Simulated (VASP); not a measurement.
Method: revPBE GGA, VASP's PBE PAW potentials (set 64) (plane waves; VASP 6.6.1).

Input for VASP

**KPOINTS**
```
Automatic mesh
0
Gamma
12 12 12
0 0 0
```

**INCAR**
```
ALGO = Normal
EDIFF = 1E-7
ENCUT = 520
GGA = RE
ISIF = 2
ISMEAR = -5
LASPH = .TRUE.
LCHARG = .TRUE.
LMAXMIX = 4
LORBIT = 11
LREAL = .FALSE.
LWAVE = .FALSE.
NEDOS = 601
NELM = 100
PREC = Accurate
SYSTEM = Ge
```

POSCAR:
```
Ge
1
    0.0000000000     2.8979731255     2.8979731255
    2.8979731255     0.0000000000     2.8979731255
    2.8979731255     2.8979731255     0.0000000000
Ge
2
Direct
  0.0000000000   0.0000000000   0.0000000000
  0.2500000000   0.2500000000   0.2500000000
```

POTCAR, in this order: Ge_d (PBE.64 set). Program: vasp_std.

Output

**OUTCAR**
```
 ion  position               nearest neighbor table
   1  0.000  0.000  0.000-   2 2.51   2 2.51   2 2.51   2 2.51
   2  0.250  0.250  0.250-   1 2.51   1 2.51   1 2.51   1 2.51
  LATTYP: Found a face centered cubic cell.
 ALAT       =     5.7959462510
 Subroutine PRICEL returns:
 Original cell was already a primitive cell.
 Subroutine GETGRP returns: Found 48 space group operations
The static configuration has the point symmetry T_d .
 The point group associated with its full space group is O_h .
The dynamic configuration has the point symmetry T_d .
 Subroutine INISYM returns: Found 48 space group operations
 Subroutine IBZKPT returns following result:
 Found     72 irreducible k-points:

 Following reciprocal coordinates:
            Coordinates               Weight
  0.000000  0.000000  0.000000      1.000000
  0.083333  0.000000  0.000000      8.000000
  0.166667  0.000000  0.000000      8.000000
  0.250000  0.000000  0.000000      8.000000
  0.333333  0.000000  0.000000      8.000000
  0.416667  0.000000  0.000000      8.000000
  0.500000  0.000000  0.000000      4.000000
  0.083333  0.083333  0.000000      6.000000
  0.166667  0.083333  0.000000     24.000000
  0.250000  0.083333  0.000000     24.000000
  0.333333  0.083333  0.000000     24.000000
  0.416667  0.083333  0.000000     24.000000
  0.500000  0.083333  0.000000     24.000000
 -0.416667  0.083333  0.000000     24.000000
 -0.333333  0.083333  0.000000     24.000000
 -0.250000  0.083333  0.000000     24.000000
 -0.166667  0.083333  0.000000     24.000000
 -0.083333  0.083333  0.000000     12.000000
  0.166667  0.166667  0.000000      6.000000
  0.250000  0.166667  0.000000     24.000000
  0.333333  0.166667  0.000000     24.000000
  0.416667  0.166667  0.000000     24.000000
  0.500000  0.166667  0.000000     24.000000
...
```

**OSZICAR**
```
       N       E                     dE             d eps       ncg     rms          rms(c)
DAV:   1     0.162892760158E+03    0.16289E+03   -0.15420E+04  2614   0.413E+03
DAV:   2     0.126208583827E+02   -0.15027E+03   -0.14815E+03  2592   0.532E+02
DAV:   3    -0.784891878564E+01   -0.20470E+02   -0.20307E+02  2814   0.148E+02
DAV:   4    -0.850072586513E+01   -0.65181E+00   -0.65093E+00  2946   0.303E+01
DAV:   5    -0.851212819508E+01   -0.11402E-01   -0.11402E-01  2920   0.418E+00    0.304E+00
DAV:   6    -0.848119961068E+01    0.30929E-01   -0.18288E-02  2958   0.179E+00    0.183E+00
DAV:   7    -0.846471023514E+01    0.16489E-01   -0.44565E-02  2674   0.244E+00    0.176E-01
DAV:   8    -0.846731439433E+01   -0.26042E-02   -0.82208E-03  3026   0.142E+00    0.488E-02
DAV:   9    -0.846736060592E+01   -0.46212E-04   -0.44801E-04  3300   0.426E-01    0.245E-02
DAV:  10    -0.846747981017E+01   -0.11920E-03   -0.26652E-04  2694   0.157E-01    0.651E-03
DAV:  11    -0.846748385994E+01   -0.40498E-05   -0.24792E-05  3282   0.943E-02    0.329E-03
DAV:  12    -0.846748481517E+01   -0.95523E-06   -0.25760E-06  2670   0.155E-02    0.434E-04
DAV:  13    -0.846748475856E+01    0.56614E-07   -0.43951E-08  2396   0.237E-03
   1 F= -.84674848E+01 E0= -.84674848E+01  d E =0.000000E+00
```

### OUTCAR
```
------------------------ aborting loop because EDIFF is reached ----------------------------------------
  FORCE on cell =-STRESS in cart. coord.  units (eV):
  Direction    XX          YY          ZZ          XY          YZ          ZX
  --------------------------------------------------------------------------------------
  Total        0.0173836      0.0173836      0.0173836      0.0000000     -0.0000000      0.0000000
  in kB        0.5721846      0.5721846      0.5721846      0.0000000     -0.0000000      0.0000000
  external PRESSURE =       0.5721846 kB  Pullay stress =       0.0000000 kB
  volume of cell :       48.68
      direct lattice vectors                 reciprocal lattice vectors
     0.000000000  2.897973126  2.897973126    -0.172534381  0.172534381  0.172534381
     2.897973126  0.000000000  2.897973126     0.172534381 -0.172534381  0.172534381
     2.897973126  2.897973126  0.000000000     0.172534381  0.172534381 -0.172534381
 POSITION                                       TOTAL-FORCE (eV/Angst)
 -----------------------------------------------------------------------------------
      0.00000      0.00000      0.00000        -0.000000      0.000000     -0.000000
      1.44899      1.44899      1.44899         0.000000     -0.000000      0.000000
 -----------------------------------------------------------------------------------
    total drift:                                0.000000      0.000000      0.000000
  FREE ENERGIE OF THE ION-ELECTRON SYSTEM (eV)
  ---------------------------------------------------
  free  energy   TOTEN  =        -8.4674847586 eV

  energy  without entropy=       -8.4674847586  energy(sigma->0) =       -8.46748476

 total charge

# of ion       s       p       d       tot
------------------------------------------
    1        1.138   1.196  10.013  12.347
    2        1.138   1.196  10.013  12.347
--------------------------------------------------
tot          2.277   2.391  20.026  24.695
```
(Selected blocks of OUTCAR.)

For a metal the tetrahedron method with Blöchl corrections gives inexact stress and forces.

The compound is Ge in the diamond structure. It was relaxed first, which changed the volume by +7 %.
